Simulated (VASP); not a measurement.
# ScIn3N2 in VASP: notebook, part 3 of 3

VASP 6.6.1.

## (4) Relaxation of cell and atoms, PBE

This run uses another cell than the first one, of 21.94 Å³/atom, 1.193 times its volume.

INCAR

```
PREC = Normal ; ENCUT = 520
EDIFF = 1E-4 ; ISMEAR = 0
SIGMA = 0.15 ; LREAL = False
LASPH = True ; NELM = 60
ALGO = Fast ; ISIF = 3
LWAVE = False ; LCHARG = False
GGA = PE ; IBRION = 2
NSW = 24 ; EDIFFG = -0.08
```

KPOINTS

```
Automatic mesh
0
Gamma
  3 3 2
```

POSCAR

```
ScIn3N2
1.0
    4.3810367300      0.0000000000      0.0000000000
    0.0000000000      4.3810367300      0.0000000000
    0.0000000000      0.0000000000      6.8589510400
Sc In N
1 3 2
Direct
    0.5000000000      0.5000000000      0.7008271400
    0.5000000000      0.5000000000      0.2340519400
    0.0000000000      0.5000000000      0.3940972400
    0.5000000000      0.0000000000      0.3940972400
    0.0000000000      0.5000000000      0.0931254600
    0.5000000000      0.0000000000      0.0931254600
```

Potentials or basis: VASP PAW PBE potentials, release 64 (Sc_sv, In_d, N).

Command:

```console
$ cat potpaw_PBE.64/Sc_sv/POTCAR potpaw_PBE.64/In_d/POTCAR potpaw_PBE.64/N/POTCAR > POTCAR
$ mpirun -np 1 vasp_std > vasp.out
```

OUTCAR:

```text
PREC = Normal
   ENCUT = 520
   EDIFF = 1E-4
   ISMEAR = 0
   LREAL = False
   LASPH = True
   NELM = 60
   ISIF = 3
   GGA = PE
   IBRION = 2
   NSW = 24
   EDIFFG = -0.08

 ion  position               nearest neighbor table
   1  0.500  0.500  0.701-   3 3.04   4 3.04   4 3.04   3 3.04   2 3.20   2 3.66
   2  0.500  0.500  0.234-   5 2.39   6 2.39   6 2.39   5 2.39   4 2.45   3 2.45   3 2.45   4 2.45
                             1 3.20   1 3.66
   3  0.000  0.500  0.394-   5 2.06   2 2.45   2 2.45   1 3.04   1 3.04   4 3.10   4 3.10   4 3.10
                             4 3.10
   4  0.500  0.000  0.394-   6 2.06   2 2.45   2 2.45   1 3.04   1 3.04   3 3.10   3 3.10   3 3.10
                             3 3.10
   5  0.000  0.500  0.093-   3 2.06   2 2.39   2 2.39
   6  0.500  0.000  0.093-   4 2.06   2 2.39   2 2.39

  LATTYP: Found a simple tetragonal cell.
 ALAT       =     4.3810367300
 C/A-ratio  =     1.5655999853

  Lattice vectors:

 A1 = (   4.3810367300,   0.0000000000,   0.0000000000)
 A2 = (   0.0000000000,   4.3810367300,   0.0000000000)
 A3 = (   0.0000000000,   0.0000000000,   6.8589510400)

Analysis of symmetry for initial positions (statically):
=====================================================================
 Subroutine PRICEL returns:
 Original cell was already a primitive cell.

 Routine SETGRP: Setting up the symmetry group for a
 simple tetragonal supercell.

 Subroutine GETGRP returns: Found  8 space group operations
 (whereof  8 operations were pure point group operations)
 out of a pool of 16 trial point group operations.

The static configuration has the point symmetry C_4v.

Analysis of symmetry for dynamics (positions and initial velocities):
=====================================================================
 Subroutine PRICEL returns:
 Original cell was already a primitive cell.

 Routine SETGRP: Setting up the symmetry group for a
 simple tetragonal supercell.

 Subroutine GETGRP returns: Found  8 space group operations
 (whereof  8 operations were pure point group operations)
 out of a pool of 16 trial point group operations.

The dynamic configuration has the point symmetry C_4v.

 Subroutine INISYM returns: Found  8 space group operations
 (whereof  8 operations are pure point group operations),
 and found     1 'primitive' translations

----------------------------------------------------------------------------------------

                                     Primitive cell

  volume of cell :     131.6472

  direct lattice vectors                    reciprocal lattice vectors
     4.381036730  0.000000000  0.000000000     0.228256475  0.000000000  0.000000000
     0.000000000  4.381036730  0.000000000     0.000000000  0.228256475  0.000000000
     0.000000000  0.000000000  6.858951040     0.000000000  0.000000000  0.145794888

  length of vectors
     4.381036730  4.381036730  6.858951040     0.228256475  0.228256475  0.145794888

  position of ions in fractional coordinates (direct lattice)
     0.500000000  0.500000000  0.700827140
     0.500000000  0.500000000  0.234051940
     0.000000000  0.500000000  0.394097240
     0.500000000  0.000000000  0.394097240
     0.000000000  0.500000000  0.093125460
     0.500000000  0.000000000  0.093125460

  ion indices of the primitive-cell ions
   primitive index   ion index
                 1           1
                 2           2
                 3           3
                 4           4
[... 46 lines left out ...]
   PREC   = normal    normal or accurate (medium, high low for compatibility)
   ISTART =      0    job   : 0-new  1-cont  2-samecut
   ICHARG =      2    charge: 1-file 2-atom 10-const
   ISPIN  =      1    spin polarized calculation?
   LNONCOLLINEAR =      F non collinear calculations
   LSORBIT =      F    spin-orbit coupling
   LASPH  =      T    aspherical Exc in radial PAW
   ENCUT  =  520.0 eV  38.22 Ry    6.18 a.u.   8.15  8.15 12.75*2*pi/ulx,y,z
   NELM   =     60;   NELMIN=  2; NELMDL= -5     # of ELM steps
   EDIFF  = 0.1E-03   stopping-criterion for ELM
   LREAL  =      F    real-space projection
   EDIFFG = -.8E-01   stopping-criterion for IOM
   NSW    =     24    number of steps for IOM
   IBRION =      2    ionic relax: 0-MD 1-quasi-New 2-CG
   NFREE  =      1    steps in history (QN), initial steepest desc. (CG)
   ISIF   =      3    stress and relaxation
   ISYM   =      2    0-nonsym 1-usesym 2-fastsym
   POTIM  = 0.5000    time-step for ionic-motion
   TEBEG  =    0.0;   TEEND  =   0.0 temperature during run
   PSTRESS=    0.0 pullay stress
   NELECT =      60.0000    total number of electrons
   NUPDOWN=      -1.0000    fix difference up-down
   EMIN   =  10.00;   EMAX   =-10.00  energy-range for DOS
   EFERMI =   0.00;   METHOD = LEGACY
   ISMEAR =     0;   SIGMA  =   0.15  broadening in eV -4-tet -1-fermi 0-gaus
   EFERMI_NEDOS =   21; number of points for ismear=-14 and -15
   IALGO  =     68    algorithm
   IMIX   =      4    mixing-type and parameters
     AMIX     =   0.40;   BMIX     =  1.00
     AMIX_MAG =   1.60;   BMIX_MAG =  1.00
  volume/ion in A,a.u.               =      21.94       148.07
  Fermi-wavevector in a.u.,A,eV,Ry     =   1.259857  2.380785 21.595723  1.587241
  Thomas-Fermi vector in A             =   2.393396
   LORBIT       =      0    0 simple, 1 ext, 2 COOP (PROOUT), +10 PAW based schemes
   GGA     = PE    functional components
   LHFCALC =     F    Hartree Fock is set to
   AEXX    =    0.0000 exact exchange contribution
   IVDW    =     0    specifies the selected vdW correction
   LEPSILON=     F    determine dielectric tensor
   LRPA    =     F    only Hartree local field effects (RPA)
 conjugate gradient relaxation of ions
 non-spin polarized calculation
 RMM-DIIS sequential band-by-band and
 Gauss-broadening in eV      SIGMA  =   0.15
  energy-cutoff  :      520.00
  volume of cell :      131.65
 maximum number of plane-waves:      3570
   NGX = 17   NGY = 17   NGZ = 25

--------------------------------------- Ionic step        1  -------------------------------------------

 number of electron      59.9999785 magnetization

 Free energy of the ion-electron system (eV)
  ---------------------------------------------------
  ext. energy  EPLUGINS =         0.00000000
  ---------------------------------------------------
  free energy    TOTEN  =       -20.46485183 eV

  energy without entropy =      -20.39885042  energy(sigma->0) =      -20.43185112

------------------------ aborting loop because EDIFF is reached ----------------------------------------

  FORCE on cell =-STRESS in cart. coord.  units (eV):
  Direction    XX          YY          ZZ          XY          YZ          ZX
  --------------------------------------------------------------------------------------
  -------------------------------------------------------------------------------------
  Total       15.8056024     15.8056024      5.6483166      0.0000000      0.0000000      0.0000000
  in kB      192.3579521    192.3579521     68.7413605      0.0000000      0.0000000      0.0000000
  external PRESSURE =     151.1524216 kB  Pullay stress =       0.0000000 kB
[... 101 lines left out ...]
  FREE ENERGIE OF THE ION-ELECTRON SYSTEM (eV)
  ---------------------------------------------------
  free  energy   TOTEN  =       -23.5227658284 eV

  energy  without entropy=      -23.4444400786  energy(sigma->0) =      -23.48360295

 E-fermi :   3.8762     XC(G=0):  -8.9837

 val. band max:        3.8709162759   @ k =   0.3333   0.0000   0.0000
 cond. band min:       3.9374520209   @ k =   0.3333   0.0000   0.0000
 fundamental gap:      0.0665357450
 Fermi energy:         3.8761944113

 k-point     1 :       0.0000    0.0000    0.0000
  band No.  band energies     occupation
      1     -46.6447      2.00000
      2     -25.2783      2.00000
      3     -25.2783      2.00000
      4     -25.2363      2.00000
      5     -11.2500      2.00000
      6     -11.1794      2.00000
[... 223 lines left out ...]
     35       5.7186      0.00000
     36       6.0090      0.00000

[... ionic steps 4 to 10 ...]

--------------------------------------- Ionic step       11  -------------------------------------------

 number of electron      59.9999956 magnetization

------------------------ aborting loop because EDIFF is reached ----------------------------------------
[... 75 lines left out ...]
--------------------------------------- Ionic step       13  -------------------------------------------

 number of electron      59.9999959 magnetization

 Free energy of the ion-electron system (eV)
  ---------------------------------------------------
  ext. energy  EPLUGINS =         0.00000000
  ---------------------------------------------------
  free energy    TOTEN  =       -24.90893744 eV

  energy without entropy =      -24.86126555  energy(sigma->0) =      -24.88510150

 E-fermi :   4.6508     XC(G=0):  -9.3995

 val. band max:        4.6407855196   @ k =   0.3333   0.3333   0.0000
 cond. band min:       4.7215044667   @ k =   0.3333   0.0000   0.0000
 fundamental gap:      0.0807189471
 Fermi energy:         4.6507726478

 k-point     1 :       0.0000    0.0000    0.0000
  band No.  band energies     occupation
      1     -45.7972      2.00000
      2     -24.4383      2.00000
      3     -24.4383      2.00000
      4     -24.4239      2.00000
      5     -10.6675      2.00000
      6     -10.6088      2.00000
[... 256 lines left out ...]
  FREE ENERGIE OF THE ION-ELECTRON SYSTEM (eV)
  ---------------------------------------------------
  free  energy   TOTEN  =       -24.9089374387 eV

  energy  without entropy=      -24.8612655536  energy(sigma->0) =      -24.88510150

 reached required accuracy - stopping structural energy minimisation
```

OSZICAR:

```text
N       E                     dE             d eps       ncg     rms          rms(c)
DAV:   1     0.795391909246E+03    0.79539E+03   -0.29173E+04   432   0.214E+03
DAV:   2     0.101493565412E+03   -0.69390E+03   -0.68645E+03   440   0.602E+02
DAV:   3    -0.164821805954E+02   -0.11798E+03   -0.11491E+03   564   0.256E+02
[... 194 lines left out ...]
RMM:   3    -0.249094902115E+02    0.31903E-02   -0.41264E-02   548   0.188E+00    0.292E-01
RMM:   4    -0.249090406506E+02    0.44956E-03   -0.14622E-02   593   0.866E-01    0.199E-01
RMM:   5    -0.249089961746E+02    0.44476E-04   -0.26125E-03   564   0.529E-01    0.160E-01
RMM:   6    -0.249089154760E+02    0.80699E-04   -0.11447E-03   445   0.265E-01    0.299E-02
RMM:   7    -0.249089374387E+02   -0.21963E-04   -0.39365E-04   313   0.194E-01
  13 F= -.24908937E+02 E0= -.24885101E+02  d E =-.371718E-02
```

CONTCAR:

```text
ScIn3N2
   1.00000000000000
     4.4769878132949072    0.0000000000000000   -0.0000000000000000
     0.0000000000000000    4.4769878132949072   -0.0000000000000000
    -0.0000000000000000   -0.0000000000000000    6.7513168362213305
  Sc              In              N
     1     3     2
Direct
     0.5000000000000000    0.5000000000000000    0.7245088090003080
     0.5000000000000000    0.5000000000000000    0.1324863928424994
     0.0000000000000000    0.5000000000000000    0.4315930387469494
     0.5000000000000000    0.0000000000000000    0.4315930387469494
     0.0000000000000000    0.5000000000000000    0.0945716003316516
     0.5000000000000000    0.0000000000000000    0.0945716003316516

  0.00000000E+00  0.00000000E+00  0.00000000E+00
  0.00000000E+00  0.00000000E+00  0.00000000E+00
  0.00000000E+00  0.00000000E+00  0.00000000E+00
  0.00000000E+00  0.00000000E+00  0.00000000E+00
  0.00000000E+00  0.00000000E+00  0.00000000E+00
  0.00000000E+00  0.00000000E+00  0.00000000E+00
```

It took 2.7 min on 1 thread of Intel Xeon Platinum 8488C (Sapphire Rapids), shared host; peak memory 0.18 GiB.

What came out:

* Free energy: -24.9089 eV
* Relaxed volume: 22.55 Å³/atom
* Relaxed cell: a = 4.477 Å, b = 4.477 Å, c = 6.751 Å, α = 90.00°, β = 90.00°, γ = 90.00°
* Space group after relaxing (to 0.05 Å): P4mm (No. 99)
* Energy gained by relaxing: 740.7 meV/atom
* Ionic steps: 13
* Pressure after relaxing: -0.1 GPa
* Largest force after relaxing: 0.074 eV/Å
* Band gap on the k mesh: none (metal or under the smearing width)

Forces in eV/Å, atoms in the order of the input:
```
Sc   0.000  0.000 -0.067
In   0.000  0.000 -0.045
In   0.000  0.000 -0.018
In   0.000  0.000 -0.018
N    0.000  0.000  0.074
N    0.000  0.000  0.074
```

Step by step:
```tsv
step	energy change (eV)	largest force (eV/Å)	pressure (GPa)	volume (Å³)
1	0.0000	8.7061	15.12	131.65
2	-2.6981	1.6107	-8.65	174.83
3	-3.0579	2.9765	-5.40	159.97
4	-4.0178	1.7563	-2.26	146.90
5	-4.1251	0.8586	0.08	140.90
6	-4.3270	0.3580	0.12	136.54
7	-4.3300	0.5464	-0.01	136.12
8	-4.4141	0.4092	-0.26	135.91
9	-4.4190	0.4948	-0.38	135.80
10	-4.4192	0.4841	-0.37	135.82
11	-4.4392	0.2355	0.18	134.65
12	-4.4404	0.2026	0.37	134.39
13	-4.4441	0.0735	-0.10	135.32
```

Final structure:
```yaml
crystal:
  lattice:
    - [4.47699, 0.00000, 0.00000]
    - [0.00000, 4.47699, 0.00000]
    - [0.00000, 0.00000, 6.75132]
  atoms:
    - { symbol: Sc, position: [0.50000, 0.50000, 0.72451] }
    - { symbol: In, position: [0.50000, 0.50000, 0.13249] }
    - { symbol: In, position: [0.00000, 0.50000, 0.43159] }
    - { symbol: In, position: [0.50000, 0.00000, 0.43159] }
    - { symbol: N, position: [0.00000, 0.50000, 0.09457] }
    - { symbol: N, position: [0.50000, 0.00000, 0.09457] }
```

Levels at points of the mesh, in eV from the Fermi level:
| k point | band 28 | band 29 | band 30 | band 31 | band 32 | band 33 |
| --- | --- | --- | --- | --- | --- | --- |
| (0.00, 0.00, 0.00) | -1.06 | -0.65 | -0.65 | -0.19 | -0.19 | 1.17 |
| (0.00, 0.00, 0.50) | -0.46 | -0.46 | -0.29 | -0.14 | -0.14 | -0.14 |

Caveat: the k mesh is coarse (spacing up to 0.48 Å⁻¹), so the values aren't converged; the relaxation stopped at a loose force limit of 0.08 eV/Å, so its end isn't a converged minimum.
